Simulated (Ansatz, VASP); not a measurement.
## Cross-check of Ta15H (S3(112) boundary in bcc Ta with H (interstitial)) between VASP and Ansatz

One calculation is typed for both programs; each brings its own data sets. How far apart do they land? Of the first pair: The structure shown is the start of the Ansatz relaxation below; VASP solves that cell, so the two are compared at the walk's first step.

Calculated with Ansatz 0.2.0; plane waves, with VASP 6.6.1 beside it; single point at PBE.

### 1. The starting structure

The cell holds 16 atoms: 15 Ta and 1 H. Its edges and angles: a = 2.860 Å, b = 4.671 Å, c = 29.876 Å, α = 90.0°, β = 90.0°, γ = 90.0°. It derives from Ta. As first built, before any earlier steps moved the atoms (in the runner's words): plane [1, 1, 2]; removed 1; opened 0. Vacuum lies along c.

### 2. Ansatz: relaxation, PBE

Ansatz runs on its PAW soft_1 files.

The two programs are compared at the cell with which this relaxation starts, whose forces are those of its first step.

Contents of input.yaml:

```yaml
crystal:
  lattice:
    - [2.8601008575, 0.0, 0.0]
    - [0.0, 4.6705251426, 0.0]
    - [0.0, 0.0, 29.8757026388]
  atoms:
    - { symbol: Ta, position: [0.0, 0.0, 0.1673600805] }
    - { symbol: Ta, position: [0.3333333333, 0.5, 0.2124892107] }
    - { symbol: Ta, position: [0.6666666667, 0.0, 0.2576183409] }
    - { symbol: Ta, position: [0.0, 0.5, 0.3027474711] }
    - { symbol: Ta, position: [0.3333333333, 0.0, 0.3478766013] }
    - { symbol: Ta, position: [0.6666666667, 0.5, 0.3930057315] }
    - { symbol: Ta, position: [0.0, 0.0, 0.4381348617] }
    - { symbol: H, position: [0.1666666667, 0.4166666667, 0.4381348617] }
    - { symbol: Ta, position: [0.6666666667, 0.5, 0.4832639919] }
    - { symbol: Ta, position: [0.3333333333, 0.0, 0.5283931221] }
    - { symbol: Ta, position: [0.0, 0.5, 0.5735222523] }
    - { symbol: Ta, position: [0.6666666667, 0.0, 0.6186513825] }
    - { symbol: Ta, position: [0.3333333333, 0.5, 0.6637805127] }
    - { symbol: Ta, position: [0.0, 0.0, 0.7089096429] }
    - { symbol: Ta, position: [0.6666666667, 0.5, 0.7540387731] }
    - { symbol: Ta, position: [0.3333333333, 0.0, 0.7991679033] }
kpoints:
  mp_grid: { grid: [8, 5, 1] }
hamiltonian:
  xc: pbe
  pseudopotentials: { kind: paw, azcp: { folder: soft_1 } }
scf:
  occupations: { method: fermi_dirac, width: 0.1 }
relax:
  f_tol: 0.03
  max_steps: 80
  constraints: [{ sites: [0, 1, 2] }]
```

The run is started by

```bash
> ansatz run input.yaml --threads 4 --pin off --max-ram 15360MiB --backend cpu --events-out ev --progress --plain --runs-dir out
```

Numbers of over 12 decimals in the logs are rounded to 6 here.

Output:

```text
Engine: ansatz 0.2.0, aarch64-unknown-linux-gnu
Pseudopotentials: kind: paw
Pseudopotential: Ta, paw, valence charge 13, recommended cutoff 420 eV (normal), soft_1/Ta.paw.azcp
Pseudopotential: H, paw, valence charge 1, recommended cutoff 420 eV (normal), soft_1/H.paw.azcp
Functional definition: PBE
  parameter kappa = 0.804
  parameter beta = 0.066725
  exchange = pbe_x(kappa = kappa, mu = beta*pi^2/3)
  correlation = pbe_c(beta = beta)
Crystal: 16 atoms, lattice volume = 399.085 Å³
Basis set: ecut = 420 eV, 7833 PW (Γ), exchange–correlation on 40×64×400 points (8 copies of the dense FFT grid, shifted against one another)
Bands: 118, of which v1, the nominal top of the filled ones, is band 98 counted from 1 (97 counted from 0)
Symmetry: 1 space group operations
Space group: P1 (ITA 1), of the structure as read, at distance tolerance 7.4e-5 Å
k-points: 21 of 40 (time reversal used)
Non-local potential: Ta, projectors of the file, l = 0: 3, l = 1: 2, l = 2: 2, l = 3: 1
Non-local potential: H, projectors of the file, l = 0: 2, l = 1: 1
PAW form: soft (Blöchl's): semilocal exchange-correlation on the pseudo side does not see the compensation charge
PAW one-centre angular grid: Ta, 590 points (default); XC on 64 Gauss nodes
PAW one-centre angular grid: H, 110 points (default); XC on 64 Gauss nodes
Initial density: superposition of atomic densities (neutral atoms: chi_scale 0, normalization atom)
Initial wavefunctions: pseudopotential atomic-orbital guess
Functional: x = pbe(κ = 0.804, μ = 0.219515), c = pbe(β = 0.066725)
SCF iter   1: F=—  HF=-149018.515875 eV  |F-HF|=—  |Δ(HF+E_count)|=         —  Δρ=5.24e-2  dr2=3.39e2  ethr=3.10e-3  ⟨swp⟩=8.8  Hψ=11555  notcnv=0  defer=1
preconditioner: auto → LDOS  [metal: Δε(μ)=0.016 eV  Ē_g=4.521 eV  σ=0.100 eV  W_gap=0.04  n_scr=78 (ndim 8)  ℏωp=16.2 eV  f_vac=0.262  D(μ)=11.93/eV (n_scr^D=74)  β→1.0]
SCF iter   2: F=—  HF=-149019.223877 eV  |F-HF|=—  |Δ(HF+E_count)|=   7.08e-1  Δρ=5.48e-2  dr2=5.55e2  ethr=3.10e-3  ⟨swp⟩=14.2  Hψ=14780  notcnv=0  defer=37
SCF iter   3: F=—  HF=-149009.852330 eV  |F-HF|=—  |Δ(HF+E_count)|=    9.37e0  Δρ=1.25e-2  dr2=6.03e0  ethr=3.10e-3  ⟨swp⟩=12.6  Hψ=10411  notcnv=0  defer=29
SCF iter   4: F=—  HF=-149009.794141 eV  |F-HF|=—  |Δ(HF+E_count)|=   5.82e-2  Δρ=3.72e-3  dr2=2.60e-1  ethr=3.08e-3  ⟨swp⟩=3.0  Hψ=2957  notcnv=0  defer=19
SCF iter   5: F=—  HF=-149009.795974 eV  |F-HF|=—  |Δ(HF+E_count)|=   1.83e-3  Δρ=1.55e-3  dr2=2.89e-1  ethr=1.33e-4  ⟨swp⟩=3.9  Hψ=4027  notcnv=0  defer=23
SCF iter   6: F=—  HF=-149009.789629 eV  |F-HF|=—  |Δ(HF+E_count)|=   6.35e-3  Δρ=5.45e-4  dr2=6.55e-3  ethr=1.33e-4  ⟨swp⟩=1.9  Hψ=2712  notcnv=0  defer=19
SCF iter   7: F=—  HF=-149009.789603 eV  |F-HF|=—  |Δ(HF+E_count)|=   2.51e-5  Δρ=2.13e-4  dr2=5.69e-4  ethr=3.34e-6  ⟨swp⟩=2.8  Hψ=3593  notcnv=0  defer=19
SCF iter   8: F=—  HF=-149009.789573 eV  |F-HF|=—  |Δ(HF+E_count)|=   3.08e-5  Δρ=9.22e-5  dr2=7.14e-5  ethr=2.90e-7  ⟨swp⟩=2.1  Hψ=4354  notcnv=0  defer=18
SCF iter   9: F=—  HF=-149009.789570 eV  |F-HF|=—  |Δ(HF+E_count)|=   2.44e-6  Δρ=3.56e-5  dr2=4.37e-5  ethr=1.15e-8  ⟨swp⟩=5.4  Hψ=9453  notcnv=0
SCF iter  10: F=-149009.789597 eV  HF=-149009.789596 eV  |F-HF|=1.18e-6  |Δ(HF+E_count)|=   2.62e-5  Δρ=1.23e-5  dr2=2.44e-6  ethr=1.15e-8  ⟨swp⟩=3.0  Hψ=8404  notcnv=0
SCF 1 converged in 10 iterations: F = -149009.789597 eV  dr2 = 2.44e-6
  greatest PAW one-centre occupation: 0.999 electrons in one spin orbital (limit 2), on the Ta atom at site 2 (counted from 0), in its partial waves of l = 0
relax step   1: F+E_penalty+E_count = -149009.78959748 eV  Δ(F+E_penalty+E_count) = +0.000e0 eV  max|allowed force component| = 2.065e0 eV/Å  Δτ_max = 0.0000 Å  (10 SCF iters, dr2 threshold 2.25e-5 eV, accepted)
[...]
relax step   3: F+E_penalty+E_count = -149010.21632276 eV  Δ(F+E_penalty+E_count) = -2.611e-1 eV  max|allowed force component| = 2.001e-1 eV/Å  Δτ_max = 0.1941 Å  (6 SCF iters, dr2 threshold 1.00e-4 eV, accepted)
[...]
relax step   4: F+E_penalty+E_count = -149010.16184806 eV  Δ(F+E_penalty+E_count) = +5.447e-2 eV  max|allowed force component| = 6.923e-1 eV/Å  Δτ_max = 0.2000 Å  (8 SCF iters, dr2 threshold 2.50e-6 eV, rejected (line search))
[...]
relax step   5: F+E_penalty+E_count = -149010.24385389 eV  Δ(F+E_penalty+E_count) = -2.753e-2 eV  max|allowed force component| = 3.728e-2 eV/Å  Δτ_max = 0.0973 Å  (8 SCF iters, accepted)
[...]
relax step   6: F+E_penalty+E_count = -149010.24701574 eV  Δ(F+E_penalty+E_count) = -3.162e-3 eV  max|allowed force component| = 1.848e-2 eV/Å  Δτ_max = 0.0578 Å  (8 SCF iters, accepted)
SCF converged after 8 iterations
Free energy (F): -149010.247016 eV
Harris-Foulkes:  -149010.247016 eV  (|F-HF|=4.25e-9)
Internal energy: -149009.604489 eV  (E = F + TS)
E sigma→0 (E₀):  -149009.925752 eV
Entropy (-TS):   -0.642527 eV (-40.158 meV/atom)
Fermi energy:    11.492715 eV
--- Per-component energies (eV) ---
  E_band       = -2963.117985
  E_kinetic    = 5905.281360
  E_local      = -134928.300986  (includes V_loc(G=0)·N_el)
  E_nonlocal   = -164.586408
  E_hartree    = 65638.563321
  E_xc         = -4820.889362
  E_vxc        = -3507.061816  (∫ρ·V_xc dr)
  E_paw        = -124569.346630  (= ΣΔE_a)
  E_vpaw       = -1545.573952  (= ΣTr[D̂ρ^β])
  E_aug_tail   = 0.000487  (compensation charges beyond the density's cutoff)
  E_ewald      = 43929.673729
  E_smearing   = -0.642527  (= −TS)
  E_closure    = 0.000000  (closes the sum)
  Σ components = -149010.247016   (vs F -149010.247016, Δ=0.00e0)
--- Forces (eV/Å), atoms counted from 1 ---
  atom   1  Ta    -0.35492750    -0.00023896     1.05648291
  atom   2  Ta     0.37806187     0.00388165    -0.48078656
  atom   3  Ta    -0.00009031    -0.00317980    -0.59699362
  atom   4  Ta     0.00065194    -0.00140583     0.01282227
  atom   5  Ta    -0.00010132    -0.00075684     0.00659769
  atom   6  Ta    -0.00987507     0.00731196    -0.00160120
  atom   7  Ta     0.00874432    -0.01554315    -0.00373827
  atom   8  H      0.00911631     0.00481178     0.01662989
  atom   9  Ta    -0.01848043     0.00506276    -0.01100377
  atom  10  Ta    -0.00280334    -0.00117060     0.00114593
  atom  11  Ta    -0.00223382    -0.00002986    -0.00500871
  atom  12  Ta    -0.00344087     0.00086641     0.00470853
  atom  13  Ta    -0.00112019     0.00021060     0.00225748
  atom  14  Ta    -0.00834756     0.00022521    -0.01376677
  atom  15  Ta     0.00222353     0.00026726     0.00580201
  atom  16  Ta     0.00264364    -0.00031203     0.00643268
  max |Σ_I F_I| component: 2.12e-5 eV/Å
--- Relaxed structure (6 steps of the walk, 5 accepted, 0 SCFs on fresh bases) ---
  F+E_penalty+E_count = -149010.24701574 eV   max|allowed force component| = 1.848e-2 eV/Å
  atoms:
    - { symbol: Ta, position: [0.0, 0.0, 0.1673600805] }
    - { symbol: Ta, position: [0.3333333333, 0.5, 0.2124892107] }
    - { symbol: Ta, position: [0.6666666667, 0.0, 0.2576183409] }
    - { symbol: Ta, position: [0.00899846, 0.500594, 0.303632] }
    - { symbol: Ta, position: [0.351346, 0.000458571, 0.348674] }
    - { symbol: Ta, position: [0.689425, 0.501444, 0.392806] }
    - { symbol: Ta, position: [0.040056, -0.00279353, 0.442754] }
    - { symbol: H, position: [0.141937, 0.430739, 0.443187] }
    - { symbol: Ta, position: [0.665505, 0.501208, 0.492284] }
    - { symbol: Ta, position: [0.335885, 0.00010268, 0.536453] }
    - { symbol: Ta, position: [0.00234454, 0.500493, 0.582054] }
    - { symbol: Ta, position: [0.657311, -2.8144680946053288e-5, 0.627726] }
    - { symbol: Ta, position: [0.318121, 0.500030, 0.673198] }
    - { symbol: Ta, position: [-0.023848, 3.56398549551184e-5, 0.718492] }
    - { symbol: Ta, position: [0.669388, 0.500049, 0.765504] }
    - { symbol: Ta, position: [0.251747, 3.140038609977416e-5, 0.803944] }
```

[end of part 1 of 3]

[Lines on the potential files, build, host, timing and source positions are cut from VASP's logs without a mark.]

[Logs are printed without paths, hosts, clocks, repeated set-up lines and the standing remarks that a program may print on its own settings, such as how far it seeks lower states.]

[Hosts, paths, dates, database ids (printed as entryN), source tags and the programs' standing remarks are cut or masked in the printed files.]
